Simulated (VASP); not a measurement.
A run of VASP 6.6.1 is set up as follows.

The input INCAR:

```
ALGO     = Fast           # electronic algorithm
EDIFF    = 1E-6           # SCF threshold, eV
EDIFFG   = -0.005         # ionic threshold
ENCUT    = 600            # plane-wave cutoff, eV
GGA      = PE             # functional
IBRION   = 2              # ionic algorithm
ISIF     = 3              # what is computed and relaxed
ISMEAR   = -1             # smearing method
LASPH    = True           # aspherical terms in the spheres
LCHARG   = False          # write CHGCAR
LREAL    = False          # projectors in reciprocal space
LWAVE    = False          # write WAVECAR
NELM     = 100            # most SCF steps
NSW      = 80             # ionic steps
PREC     = Accurate       # precision mode
SIGMA    = 0.02           # smearing width, eV
```

File KPOINTS:

```
k-points
0
Gamma
  6 6 4
```

POSCAR

```
Cd2TeO
1.0
    3.5754090715      0.0000000000      0.0000000000
    0.0000000000      3.5754090715      0.0000000000
    0.0000000000      0.0000000000      5.0563920000
O Cd Te
1 2 1
Direct
    0.0000000000      0.0000000000      0.0000000000
    0.0000000000      0.0000000000      0.5000000000
    0.5000000000      0.5000000000      0.0000000000
    0.5000000000      0.5000000000      0.5000000000
```

Potentials or basis: VASP PAW PBE potentials, release 64 (O, Cd, Te).

Run with:

```bash
$ cat potpaw_PBE.64/O/POTCAR potpaw_PBE.64/Cd/POTCAR potpaw_PBE.64/Te/POTCAR > POTCAR
$ mpirun -np 1 vasp_std > vasp.out
```

Q: What does it give for the relaxed cell?

A: a = 4.008 Å, b = 4.008 Å, c = 5.512 Å, α = 90.00°, β = 90.00°, γ = 90.00°.

Q: Predict the space group after relaxing (to 0.05 Å).

A: P4/mmm (No. 123).

Q: What does it give for the relaxed volume?

A: 22.13 Å³/atom.

Q: Estimate the band gap on the k mesh.

A: None (metal or under the smearing width).

Step by step:
```tsv
step	energy change (eV)	largest force (eV/Å)	pressure (GPa)	volume (Å³)
1	0.0000	0.0000	42.56	64.64
2	-1.4693	0.0000	-8.95	113.64
3	-2.3415	0.0000	0.17	88.57
4	-2.3408	0.0000	-0.40	89.10
5	-2.3425	0.0000	0.07	88.46
6	-2.3425	0.0000	0.11	88.39
7	-2.3425	0.0000	0.12	88.37
8	-2.3427	0.0000	0.04	88.50
9	-2.3427	0.0000	-0.02	88.59
10	-2.3427	0.0000	0.01	88.54
```

Caveat: the volume moved by over 15 % at a fixed basis, so the end points are rough. The run has no spin-orbit coupling, so splittings on Te are missing.
